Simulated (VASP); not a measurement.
Method: revPBE GGA, VASP's PBE PAW potentials (set 64) (plane waves; VASP).

A VASP calculation is set up with these files.

**INCAR**
```
! general
SYSTEM  =  Be
PREC    =  Accurate
ENCUT   =  520
LREAL   =  .FALSE.   ! projection in real space or not
LASPH   =  .TRUE.

! electronic loop
EDIFF   =  1E-7   ! SCF stop (eV)
NELM    =  100   ! most electronic steps
ALGO    =  Normal   ! blocked Davidson

! smearing
ISMEAR  =  1
SIGMA   =  0.1   ! width (eV)

! functional
GGA     =  RE   ! revPBE

! ions
IBRION  =  2
NSW     =  30   ! most ionic steps
ISIF    =  4
EDIFFG  =  -0.01   ! ionic stop

! output
LWAVE   =  .FALSE.
LCHARG  =  .FALSE.
```

**POSCAR**
```
Be
1
    1.1423714121    -1.9786451534     0.0000000000
    1.1423714121     1.9786451534     0.0000000000
    0.0000000000     0.0000000000     3.5814453165
Be
2
Direct
  0.3333330000   0.6666670000   0.2500000000
  0.6666670000   0.3333330000   0.7500000000
```

KPOINTS:
```
Automatic mesh
0
Gamma
18 18 10
0 0 0
```

POTCAR, in this order: Be (PBE.64 set). Program: vasp_std.

**Question.** What will the output report for the number of irreducible k-points (NKPTS), largest plane-wave count, number of space-group operations, FFT grid (NGX, NGY, NGZ)?

**Answer.** 
```
Item                                          Result
--------------------------------------  ------------
number of irreducible k-points (NKPTS)           222
largest plane-wave count                         454
number of space-group operations                  24
FFT grid (NGX, NGY, NGZ)                18 × 18 × 28
```

The compound is Be in the hcp structure. This run relaxes it. Symmetry was kept, so distortions that lower it aren't found.
